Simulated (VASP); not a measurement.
# GaN: the band gap up a ladder of functionals, part 5 of 8

How far up the ladder of functionals must one climb to get the gap of GaN right? LASPH is on for some levels and off for others; the table marks which. The start is a cell from a database of measured crystal structures.

VASP 6.6.1, plane waves and PAW; the level of theory is named at each step.

Still holding for the runs below: Spin-orbit coupling is off here; it would split degenerate levels.

So far, least gap on mesh and path (eV): step 2 (bands, level LDA, k 5×5×3) 1.98; step 5 (bands, level TB-mBJ, k 5×5×3) 3.15; step 6 (bands, level SCAN, k 5×5×3) 2.27; step 7 (bands, level LAK, k 5×5×3) 2.79; step 9 (bands, level HSE06, k 5×5×3) 3.28.

The database entry behind the starting cell differs from later determinations by our own check (about 0.3 % short, ideal inner coordinate), so it need not match the best structure at ambient conditions.

## 10. Bands with B3LYP, k 5×5×3

This step: B3LYP; plane waves and PAW (Ga_d, N) (VASP 6.6.1).

B3LYP, with a fifth of exact exchange, was fitted to molecules.

Contents of INCAR:

```
SYSTEM = GaN
PREC = Accurate
ENCUT = 520
EDIFF = 1E-06
NELM = 100
ISMEAR = 0
SIGMA = 0.02
LREAL = .FALSE.
ALGO = Normal
LHFCALC = .TRUE.
AEXX = 0.2
GGA = B3
AGGAX = 0.72
AGGAC = 0.81
ALDAC = 0.19
LASPH = .TRUE.
NBANDS = 24
PRECFOCK = Fast
HFRCUT = -1
LORBIT = 11
LWAVE = .FALSE.
LCHARG = .FALSE.
KPAR = 8
```

Contents of POSCAR:

```
GaN
1.0
    3.1800000000      0.0000000000      0.0000000000
   -1.5900000000      2.7539607840      0.0000000000
    0.0000000000      0.0000000000      5.1660000000
Ga N
2 2
Direct
    0.3333333333      0.6666666667      0.0000000000
    0.6666666667      0.3333333333      0.5000000000
    0.3333333333      0.6666666667      0.3750000000
    0.6666666667      0.3333333333      0.8750000000
```

Contents of KPOINTS:

```
Automatic mesh
0
Gamma
5 5 3
0 0 0
```

Contents of KPOINTS_OPT:

```
Line mode
6
Line-mode
Reciprocal
  0.00000000   0.00000000   0.00000000 GAMMA
  0.50000000   0.00000000   0.00000000 M

  0.50000000   0.00000000   0.00000000 M
  0.33333333   0.33333333   0.00000000 K

  0.33333333   0.33333333   0.00000000 K
  0.00000000   0.00000000   0.00000000 GAMMA

  0.00000000   0.00000000   0.00000000 GAMMA
  0.00000000   0.00000000   0.50000000 A

  0.00000000   0.00000000   0.50000000 A
  0.50000000   0.00000000   0.50000000 L

  0.50000000   0.00000000   0.50000000 L
  0.33333333   0.33333333   0.50000000 H

  0.33333333   0.33333333   0.50000000 H
  0.00000000   0.00000000   0.50000000 A

  0.50000000   0.00000000   0.50000000 L
  0.50000000   0.00000000   0.00000000 M

  0.33333333   0.33333333   0.00000000 K
  0.33333333   0.33333333   0.50000000 H
```

PAW data sets: Ga_d and N (PBE family, release 64).

On the command line:

```
> mpirun -np 8 vasp_std
```

Numbers of over 12 decimals in the logs are rounded to 6 here.

The program printed:

```text
[banner, memory and clock lines left out]
running    8 mpi-ranks, on    1 nodes
[...]
[... a notice as in an earlier step ...]

 [... a notice as in an earlier step ...]

 LDA part: xc-table for (Slater(with rela. corr.)+VWN3), standard interpolation
 found WAVECAR, reading the header
 POSCAR, INCAR and KPOINTS ok, starting setup
[...]
HFRCUT set to (new)   9.321890
 reading WAVECAR
 the WAVECAR file was read successfully
 initial charge from wavefunction
 entering main loop
       N       E                     dE             d eps       ncg     rms          rms(c)
DAV:   1    -0.279553786845E+02   -0.27955E+02   -0.58756E-01   624   0.225E+01    0.104E+00
DAV:   2    -0.279325074557E+02    0.22871E-01   -0.12431E-01   592   0.454E+00    0.472E-01
DAV:   3    -0.279268177652E+02    0.56897E-02   -0.31267E-02   640   0.162E+00    0.171E-01
DAV:   4    -0.279276410898E+02   -0.82332E-03   -0.33398E-03   696   0.874E-01    0.135E-01
DAV:   5    -0.279275263311E+02    0.11476E-03   -0.51544E-04   816   0.416E-01    0.717E-02
[...]
DAV:   8    -0.279275374450E+02    0.47801E-06   -0.24468E-06   456   0.173E-02
   1 F= -.27927537E+02 E0= -.27927537E+02  d E =-.279049E-20
 Start KPOINTS_OPT (optional k-point list driver)
k-point batch [1-10\54]
       N       E                     dE             ncg
DAV:   1     0.999522435775E+03   -0.85090E+04      528
DAV:   2    -0.194502121643E+04   -0.29445E+04      496
DAV:   3    -0.231601681548E+04   -0.37100E+03      584
DAV:   4    -0.233207165322E+04   -0.16055E+02      672
DAV:   5    -0.233231462696E+04   -0.24297E+00      616
DAV:   6    -0.233232150191E+04   -0.68749E-02      736
DAV:   7    -0.233232161728E+04   -0.11538E-03      608
DAV:   8    -0.233232162087E+04   -0.35805E-05      560
DAV:   9    -0.233232162103E+04   -0.16245E-06      432
[...]
k-point batch [51-54\54]
       N       E                     dE             ncg
DAV:   1     0.899410985721E+04   -0.59092E+04      200
DAV:   2     0.781393117532E+04   -0.11802E+04      208
DAV:   3     0.767403195892E+04   -0.13990E+03      240
DAV:   4     0.766875705823E+04   -0.52749E+01      240
DAV:   5     0.766866402842E+04   -0.93030E-01      248
DAV:   6     0.766866076215E+04   -0.32663E-02      280
DAV:   7     0.766866072763E+04   -0.34519E-04      232
DAV:   8     0.766866072720E+04   -0.42894E-06      168
```

Run time: 6.3 min. Hardware: 8 MPI ranks of Intel Xeon 6975P-C (Granite Rapids), shared host; peak memory 1.6 GiB; 50 min of CPU time.

From OUTCAR (step 10):

```text
 POSITION                                       TOTAL-FORCE (eV/Angst)
 -----------------------------------------------------------------------------------
     -0.00000      1.83597      0.00000        -0.000000     -0.000000     -0.147226
      1.59000      0.91799      2.58300         0.000000     -0.000000     -0.147226
     -0.00000      1.83597      1.93725         0.000000      0.000000      0.147226
      1.59000      0.91799      4.52025        -0.000000     -0.000000      0.147226
 -----------------------------------------------------------------------------------
    total drift:                               -0.000003     -0.000003      0.000051

  FREE ENERGIE OF THE ION-ELECTRON SYSTEM (eV)
  ---------------------------------------------------
  free  energy   TOTEN  =       -27.9275374450 eV

  energy  without entropy=      -27.9275374450  energy(sigma->0) =      -27.92753744

[... 2 parts as in an earlier step ...]

[... 1 further part left out ...]
[key lines of the parts left out:]
E-fermi :   4.7868
```

The electronic bands at the labelled points (eV, zero at the valence-band top; v1 is the highest filled band, c1 the lowest empty one):

```tsv
point	v4	v3	v2	v1	c1	c2	c3	c4
Γ	-1.13	-0.05	0.00	0.00	3.67	6.10	11.40	11.82
0.40 of the way	-2.24	-1.85	-0.51	-0.35	5.59	7.67	9.77	10.77
M	-4.49	-2.93	-2.33	-1.05	6.87	7.44	7.90	10.74
0.40 of the way	-4.42	-3.58	-2.44	-1.70	7.52	7.99	8.26	10.63
K	-5.59	-3.19	-3.19	-2.87	6.89	9.87	9.87	10.47
0.40 of the way	-4.61	-3.17	-1.51	-1.37	7.57	8.39	9.43	9.52
Γ	-1.13	-0.05	0.00	0.00	3.67	6.10	11.40	11.82
0.60 of the way	-0.91	-0.91	-0.25	-0.25	5.17	6.24	10.81	11.26
A	-0.58	-0.58	-0.58	-0.58	6.09	6.09	10.53	10.53
0.40 of the way	-1.98	-1.98	-1.15	-1.15	7.15	7.15	9.58	9.58
L	-2.07	-2.07	-2.02	-2.02	6.20	6.20	9.74	9.74
0.40 of the way	-3.04	-3.04	-1.74	-1.74	6.90	6.90	10.04	10.04
H	-4.43	-4.43	-1.58	-1.58	8.35	8.35	9.24	9.24
0.60 of the way	-2.06	-2.06	-1.50	-1.50	7.45	7.45	9.49	9.49
A	-0.58	-0.58	-0.58	-0.58	6.09	6.09	10.53	10.53
jump to L	-2.07	-2.07	-2.02	-2.02	6.20	6.20	9.74	9.74
0.40 of the way	-3.18	-2.59	-1.72	-1.49	5.96	6.86	9.67	9.80
M	-4.49	-2.93	-2.33	-1.05	6.87	7.44	7.90	10.74
jump to K	-5.59	-3.19	-3.19	-2.87	6.89	9.87	9.87	10.47
0.40 of the way	-5.38	-3.22	-2.58	-2.58	7.42	9.42	9.42	10.32
H	-4.43	-4.43	-1.58	-1.58	8.35	8.35	9.24	9.24
```

Of the projections kept (Ga, N), the largest for each band there; the rest of the weight can lie on other orbitals:

```tsv
point	v4	v3	v2	v1	c1	c2	c3	c4
Γ	N 0.72	N 0.77	N 0.78	N 0.78	N 0.57	Ga 0.72	N 0.80	Ga 1.00
M	N 0.56	N 0.66	N 0.65	N 0.73	Ga 0.89	Ga 0.62	Ga 0.55	N 0.63
K	N 0.57	N 0.62	N 0.62	N 0.64	Ga 0.90	N 0.54	N 0.54	N 0.68
Γ	N 0.72	N 0.77	N 0.78	N 0.78	N 0.57	Ga 0.72	N 0.80	Ga 1.00
A	N 0.75	N 0.75	N 0.75	N 0.75	N 0.52	N 0.52	Ga 0.64	Ga 0.64
L	N 0.68	N 0.68	N 0.69	N 0.69	Ga 0.75	Ga 0.75	Ga 0.78	Ga 0.78
```

The electronic bands as a text plot (rows in eV, shown from -7.5 to 9.2 only):

```
    8.9 |    ++    +  ++                       +           +   ++
    8.2 |      ++++     ++++                  ++            +  ++
    7.5 |  +++++++++  ++++           ++      +  ++++++      + +
    6.8 | +  ++++   ++      ++      +  +    +         ++ +++++
    6.1 |+                ++  ++++++    ++++            ++++
    5.4 |  ++                    +
    4.7 | +                 ++  +
    4.0 |+                    ++
    3.3 |
    2.6 |
    1.9 |
    1.2 |
    0.5 |
   -0.2 |****               ******
   -0.9 |**  ****         *************               ***   *
   -1.6 | ***  * **     **  **         *   *******  **** ***    *
   -2.3 |  **** ****  **  ****   *   *******      ****   **** **
   -3.0 |      ***  **  ****                *     **      *****
   -3.7 |  ****   ***     **                 *  **         *   **
   -4.4 |      *****  ****        *****       **    *****   *
   -5.1 |    ***    *                                         ***
   -5.8 |       ********         *     *          **       ****
   -6.5 |    *** ***    ****    *       **   *****       **    **
   -7.2 |****   *           ****          ***            ****
         Γ      M    K        Γ   A       L    H       A|L M|K  H
```

The gap is 3.67 eV, direct at Γ. Against LDA that is +1.69 eV; this run took 43 times the core time, on fewer points of the path. The direct gap lies +0.16 eV from the measured 3.50 eV.

(Continued in part 6 of 8.)

[Lines on the potential files, build, host, timing and source positions are cut from VASP's logs without a mark.]

[Logs are printed without paths, hosts, clocks, repeated set-up lines and the standing remarks that a program may print on its own settings, such as how far it seeks lower states.]

[Hosts, paths, dates, database ids (printed as entryN), source tags and the programs' standing remarks are cut or masked in the printed files.]

[A measured line is paired with the nearest computed mode of its activity, which favours agreement.]
